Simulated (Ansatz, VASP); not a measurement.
# Cross-check of MnHg between VASP and Ansatz

One calculation is typed for both programs; each brings its own data sets. How far apart do they land? The cell is taken from a series of runs on this material, whose earlier steps may have relaxed, scaled, displaced or heated it; both programs get it as it stands.

Calculated with Ansatz 0.2.0; plane waves, with VASP 6.6.1 beside it; zone-centre phonons at PBEsol.

## (1) Starting point

It takes space group Pm-3m (No. 221, cubic). The conventional cell has a = 3.227 Å, b = 3.227 Å, c = 3.227 Å, α = 90.00°, β = 90.00°, γ = 90.00°. Nearest to Mn lie 8 Hg at 2.79 Å. Hg has 8 Mn at 2.79 Å nearest. Farther neighbours are not listed.

## (2) Ansatz: zone-centre phonons, PBEsol

Ansatz runs on its PAW soft_1 files.

Second derivatives magnify differences that forces hide, and they need a tight electronic threshold.

The input, input.yaml:

```yaml
crystal:
  lattice:
    - [3.2266195936, 3.2266195936, 0.0]
    - [3.2266195936, 0.0, 3.2266195936]
    - [3.2266195936, 0.0, -3.2266195936]
  atoms:
    - { symbol: Mn, position: [0.5, 0.25, 0.75], spin: 4.05 }
    - { symbol: Mn, position: [0.5, 0.75, 0.25], spin: -4.05 }
    - { symbol: Hg, position: [0.0, 0.0, 0.0] }
    - { symbol: Hg, position: [0.0, 0.5, 0.5] }
kpoints:
  mp_grid: { grid: [12, 12, 12] }
hamiltonian:
  xc: pbesol
  pseudopotentials: { kind: paw, azcp: { folder: soft_1 }, xc_functional: pbe }
scf:
  occupations: { method: gaussian, width: 0.15 }
output:
  eigenvalues: true
  populations: true
magnetization:
  spin_polarized: true
phonons:
  method: dfpt
```

Started as:

```sh
$ ansatz run input.yaml --threads 4 --pin off --max-ram 10240MiB --backend cpu --events-out ev --progress --plain --runs-dir out
```

Numbers of over 12 decimals in the logs are rounded to 6 here.

What it wrote:

```text
zone centre: on kpoints.mp_grid the ground state, and the responses unless they are solved on pairs of k-points, stand on 163 of the mesh's 1728 k-points, reduced under 8 symmetry operations, with k and −k counted as one. Each operation leaves every solved displacement unchanged or reverses it
Engine: ansatz 0.2.0, aarch64-unknown-linux-gnu
Pseudopotentials: kind: paw
Pseudopotential: Mn, paw, valence charge 15, recommended cutoff 420 eV (normal), soft_1/Mn.paw.azcp
Pseudopotential: Hg, paw, valence charge 20, recommended cutoff 420 eV (normal), soft_1/Hg.paw.azcp
Functional definition: PBEsol
  exchange = pbesol_x
  correlation = pbesol_c
Crystal: 4 atoms, lattice volume = 67.185 Å³
Basis set: ecut = 420 eV, 1363 PW (Γ), exchange–correlation on 64×64×64 points (8 copies of the dense FFT grid, shifted against one another)
Bands: 47, of which v1, the nominal top of the filled ones, is band 35 counted from 1 (34 counted from 0)
Symmetry: 48 space group operations
Space group: Fm-3m (ITA 225), of the structure as read, at distance tolerance 4.1e-5 Å
Magnetic group: BNS 225.121 (UNI 1623), of the structure as read, at distance tolerance 4.1e-5 Å
k-points: 72 of 1728
Non-local potential: Mn, projectors of the file, l = 0: 3, l = 1: 2, l = 2: 3, l = 3: 1
Non-local potential: Hg, projectors of the file, l = 0: 3, l = 1: 2, l = 2: 2, l = 3: 1
PAW form: soft (Blöchl's): semilocal exchange-correlation on the pseudo side does not see the compensation charge
PAW frozen core: Mn, regenerated for the run's functional, and the local potential with it (the file was generated under x = pbe(κ = 0.804, μ = 0.219515), c = pbe(β = 0.066725))
PAW frozen core: Hg, regenerated for the run's functional, and the local potential with it (the file was generated under x = pbe(κ = 0.804, μ = 0.219515), c = pbe(β = 0.066725))
PAW one-centre angular grid: Mn, 590 points (default); XC on 64 Gauss nodes
PAW one-centre angular grid: Hg, 590 points (default); XC on 64 Gauss nodes
Initial density: superposition of atomic densities (chi_scale 0.1, normalization cell)
Starting moments: Σ|m| = 8.1 μB on 2 of 4 sites
Starting magnetic order: antiferromagnet; a translation exchanges its spin sublattices: spin-degenerate at every k-point
Initial wavefunctions: pseudopotential atomic-orbital guess
Functional: x = pbesol(κ = 0.804, μ = 0.123457), c = pbesol(β = 0.046)
SCF 1 converged in 11 iterations: F = -35076.321250 eV  dr2 = 1.66e-9
  greatest PAW one-centre occupation: 1.000 electrons in one spin orbital (limit 2), on the Hg atom at site 3 (counted from 0), in its partial waves of l = 0
k-points: 163 of 1728 (irreducible under 8 space group operations, time reversal used)
Initial density: read from a saved state, or passed on in memory by an earlier SCF of this step, an earlier step, the calling program or the single point that the run made first
Stability of the state it starts from, as read at its close in the collinear treatment: not read negative (Ritz values of 1 − χ₀K, real part plus size of imaginary part, from 0.96 to 1.1, by its mixing steps under the symmetry group of the SCF that read it); its run was given moments
Starting moments: Σ|m| = 8.1 μB on 2 of 4 sites; this step starts from the density that it was given
iter 1 solved again at ethr=1.06e-8 eV; its pass at ethr=3.10e-3 eV (dr2=7.44e-6 eV) is discarded
SCF iter   1: F=—  HF=-35076.321250 eV  |F-HF|=—  |Δ(HF+E_count)|=         —  Δρ=3.12e-7 (↑3.12e-7 ↓3.12e-7)  dr2=1.21e-10  dr2_m=6.21e-12  M=0.000 μB ∫|m|=7.884 μB  β_m=0.65  ethr=1.06e-8  ⟨swp⟩=3.8  Hψ=45285  notcnv=0
eigensolver tolerance schedule: the retry pair's looser diagonalisation over-reported the residual by 61626.91 of it (diagonalisation noise at 0.27 of the residual, at the tolerance the schedule requests for it); recorded, not acted on — ethr = c·dr2/N_el stays at c = 1.0e-1
preconditioner: auto → Kerker (q_TF=auto, 2.350 Å⁻¹)  [metal: Δε(μ)=0.046 eV  Ē_g=10.355 eV  σ=0.150 eV  W_gap=0.17  n_scr=14 (ndim 8)  ℏωp=27.9 eV  f_vac=0.000  D(μ)=2.19/eV (n_scr^D=14)]
spin=Collinear: Kerker preconditioning applied to the charge; magnetization (m = ρ↑ − ρ↓) channel mixes plain (no charge-response kernel on spin).
SCF iter   2: F=—  HF=-35076.321250 eV  |F-HF|=—  |Δ(HF+E_count)|=   7.15e-8  Δρ=2.37e-7 (↑2.37e-7 ↓2.37e-7)  dr2=5.76e-11  dr2_m=2.10e-11  M=0.000 μB ∫|m|=7.884 μB  β_m=0.65  ethr=1.00e-12  ⟨swp⟩=3.0  Hψ=17253  notcnv=0
SCF iter   3: F=—  HF=-35076.321250 eV  |F-HF|=—  |Δ(HF+E_count)|=  8.73e-11  Δρ=1.72e-7 (↑1.72e-7 ↓1.72e-7)  dr2=5.10e-11  dr2_m=9.00e-12  M=0.000 μB ∫|m|=7.884 μB  β_m=0.82  ethr=1.00e-12  ⟨swp⟩=1.0  Hψ=7661  notcnv=0
SCF iter   4: F=—  HF=-35076.321250 eV  |F-HF|=—  |Δ(HF+E_count)|=  6.55e-11  Δρ=1.72e-7 (↑1.72e-7 ↓1.72e-7)  dr2=9.77e-12  dr2_m=1.28e-11  M=0.000 μB ∫|m|=7.884 μB  β_m=0.73  ethr=1.00e-12  ⟨swp⟩=2.0  Hψ=8617  notcnv=0
SCF iter   5: F=-35076.321250 eV  HF=-35076.321250 eV  |F-HF|=1.46e-11  |Δ(HF+E_count)|=  1.46e-11  Δρ=4.03e-8 (↑4.03e-8 ↓4.03e-8)  dr2=1.73e-12  dr2_m=6.46e-13  M=0.000 μB ∫|m|=7.884 μB  ethr=1.00e-12  ⟨swp⟩=3.7  Hψ=28923  notcnv=0
SCF 2 converged in 5 iterations: F = -35076.321250 eV  dr2 = 1.73e-12
DFPT response loops at Γ: preconditioner auto → Kerker (q_TF=auto, 2.747 Å⁻¹) (partly filled bands, converged f_vac=0.000); β = 1.00, the filter's whole step (`scf.mixing.beta` (0.30) is not read by the response loops under this deck's `scf.mixing.preconditioner`; to damp them name `kerker` or `kerker_dos`, under which they read `scf.mixing.beta`, and type it under 1.00, their step now; both keys bind the ground state too); Broyden in place of MSR1
SCF converged after 5 iterations
Magnetization: 0.0000 μB (35.0000 up, 35.0000 down)
Absolute magnetization: 7.9114 μB (∫|ρ↑−ρ↓|, with the PAW one-centre terms)
Spin contamination: 3.7615 ħ² per cell (⟨S²⟩ above its minimum at these occupations)
Per-site moments (μB) at R_I (Å): [(3.683802, 1.152663), (-3.683802, 1.152663), (-3.2494374344440404e-16, 1.152663), (3.2494374344440424e-16, 1.152663)]
Free energy (F): -35076.321250 eV
Harris-Foulkes:  -35076.321250 eV  (|F-HF|=1.46e-11)
Internal energy: -35076.296578 eV  (E = F + TS)
E sigma→0 (E₀):  -35076.308914 eV
Entropy (-TS):   -0.024672 eV (-6.168 meV/atom)
Fermi energy:    17.670528 eV
--- Per-component energies (eV) ---
  E_band       = -1098.200971
  E_kinetic    = 1782.717036
  E_local      = -8492.190348  (includes V_loc(G=0)·N_el)
  E_nonlocal   = 1100.551033
  E_hartree    = 3452.497829
  E_xc         = -634.574133
  E_vxc        = -776.358641  (∫ρ·V_xc dr)
  E_paw        = -22225.114513  (= ΣΔE_a)
  E_vpaw       = -1617.916771  (= ΣTr[D̂ρ^β])
  E_aug_tail   = 0.001135  (compensation charges beyond the density's cutoff)
  E_ewald      = -10061.181337
  E_core_change = 0.996721  (= ΣΔE_core)
  E_smearing   = -0.024672  (= −TS)
  E_closure    = -0.000000  (closes the sum)
  Σ components = -35076.321250   (vs F -35076.321250, Δ=0.00e0)
--- Band table (eV; the first three rows and the last of 326) ---
  k-point 0 ↑: bands = [... 31 lower, 15.2183, 17.7993, 17.7993, 17.7993, 18.4492, 18.7687, 18.7687, 22.7380, ... 8 higher]
  k-point 1 ↑: bands = [... 31 lower, 15.2082, 17.4077, 17.7867, 17.7867, 18.7279, 18.7279, 18.8396, 21.7690, ... 8 higher]
  k-point 2 ↑: bands = [... 31 lower, 15.1851, 16.8091, 17.7403, 17.7403, 18.6303, 18.6303, 19.3796, 20.7061, ... 8 higher]
  k-point 162 ↓: bands = [... 31 lower, 15.2698, 15.5897, 15.9302, 15.9302, 16.7911, 18.5165, 18.5165, 18.5885, ... 8 higher]
--- Phonons (Γ-DFPT): 3 representative perturbations + reference, on 163 of 1728 k-points (Σ response iterations 9) ---
  k mesh reduced under 8 symmetry operations, with k and −k counted as one. Each operation leaves every solved displacement unchanged or reverses it
  ASR residual: 2.449e-5 → 0.000e0 eV/Å²; symmetrization residual: 3.656e-6 eV/Å²
  ASR residual per site (eV/Å²): 1.65e-5 1.74e-5 2.45e-5 2.45e-5
  Γ frequencies (cm⁻¹): 0.00 0.00 0.00 104.17 104.17 104.17 140.66 140.66 140.66 176.53 176.53 176.53
  non-analytic LO–TO correction: not included (Born effective charges unavailable; polar crystals: no LO–TO splitting at Γ)
--- Löwdin populations: 4 sites ---
  site symbol       q [e]    m [muB]
     0     Mn     14.8535     3.8705
     1     Mn     14.8535    -3.8705
     2     Hg     19.3246     0.0000
     3     Hg     19.3246     0.0000
  spilling = 0.023481 (of n_electrons = 70.000000)
```

The column dr2 measures how far the density is from self-consistency, as an energy; F and HF (Harris–Foulkes) agree once it is small.

(Continued in part 2 of 2.)

[Lines on the potential files, build, host, timing and source positions are cut from VASP's logs without a mark.]

[Logs are printed without paths, hosts, clocks, repeated set-up lines and the standing remarks that a program may print on its own settings, such as how far it seeks lower states.]

[Hosts, paths, dates, database ids (printed as entryN), source tags and the programs' standing remarks are cut or masked in the printed files.]
